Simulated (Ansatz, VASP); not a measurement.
## One calculation of RbO4, two programs

```xyz
5
Lattice="4.6257 0.0000 0.0000 0.0000 4.6257 0.0000 0.0000 0.0000 6.5418" Properties=species:S:1:pos:R:3 pbc="T T T"
Rb    0.0000    0.0000    0.0000
O     2.3129    0.0000    1.6354
O     0.0000    2.3129    4.9063
O     2.3129    0.0000    4.9063
O     0.0000    2.3129    1.6354
```

Change from the starting cell: ordered vacancies on the cation sites of fluorite (P4/mmm, No. 123).

Alike in both runs: task single point; functional PBE; k mesh 4 × 4 × 4; occupations gaussian, width 0.1 eV; collinear spin.

|  | VASP | Ansatz |
| --- | --- | --- |
| version | VASP 6.6.1 | Ansatz 0.2.0 |
| potentials or method | VASP PAW PBE potentials, release 64 (Rb_sv, O) | scalar-relativistic, plane waves, PAW |
| plane-wave cutoff (eV) | 520 | 420 |
| valence electrons in the cell | 33 | 33 |

```tsv
	VASP	Ansatz	Ansatz less VASP
gap on the k mesh at the Fermi level (eV)	none	none	-
pressure (GPa)	-0.5	-0.5	-0.02
largest component of the traceless stress (GPa)	1.24	1.18	-0.063
rms of the force components (eV/Å)	0.060	0.056	-0.0037
net moment per atom (μB)	1.40	1.40	0.000
size of the moment on the site where the two differ most (μB)	1.39	1.70	+0.310
```

Site moments also hang on the region over which each program counts them. Atom by atom the forces differ by 0.004 eV/Å (rms over components). A gap of «none» marks a metal or a gap that the smearing closes. The functional is the same, so the differences come from potentials, cutoffs and numerics.
